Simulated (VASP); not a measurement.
Crystal: Zn.

```xyz
2
Lattice="2.6700 0.0000 0.0000 -1.3350 2.3123 0.0000 0.0000 0.0000 4.9660" Properties=species:S:1:pos:R:3 pbc="T T T"
Zn    0.0000    1.5415    1.2415
Zn    1.3350    0.7708    3.7245
```

- Program: VASP 6.6.1
- Task: relaxation of cell and atoms
- Functional: PBE
- Potentials or basis: VASP PAW PBE potentials, release 64 (Zn)
- Cutoff: 600 eV
- k mesh: 18 × 18 × 8
- Occupations: methfessel-paxton, width 0.1 eV
- Spin: no spin polarisation

At the start: pressure -0.6 GPa; volume 15.33 Å³/atom.

Task: Where does the relaxation end?

Result: Over 12 steps the energy falls by 2.7 meV/atom and the volume is 15.38 Å³/atom (+0.3 %); space group P6_3/mmc (No. 194, to 0.05 Å).

The path:
| step | energy change (eV) | largest force (eV/Å) | pressure (GPa) | volume (Å³) |
| --- | --- | --- | --- | --- |
| 1 | 0.0000 | 0.0000 | -0.60 | 30.66 |
| 2 | -0.0009 | 0.0000 | 0.09 | 30.40 |
| 3 | -0.0010 | 0.0000 | 0.29 | 30.32 |
| 4 | -0.0020 | 0.0000 | 0.44 | 30.34 |
| 5 | -0.0044 | 0.0000 | 0.65 | 30.39 |
| 6 | -0.0045 | 0.0000 | 0.84 | 30.41 |
| 7 | -0.0051 | 0.0000 | 0.55 | 30.55 |
| 8 | -0.0053 | 0.0000 | 0.22 | 30.73 |
| 9 | -0.0053 | 0.0000 | 0.29 | 30.71 |
| 10 | -0.0053 | 0.0000 | 0.26 | 30.72 |
| 11 | -0.0054 | 0.0000 | -0.05 | 30.74 |
| 12 | -0.0054 | 0.0000 | 0.03 | 30.75 |

Final structure:
```
CELL_PARAMETERS angstrom
2.63421 0.00000 0.00000
-1.31711 2.28130 0.00000
0.00000 0.00000 5.11709
ATOMIC_POSITIONS crystal
Zn 0.33333 0.66667 0.25000
Zn 0.66667 0.33333 0.75000
```
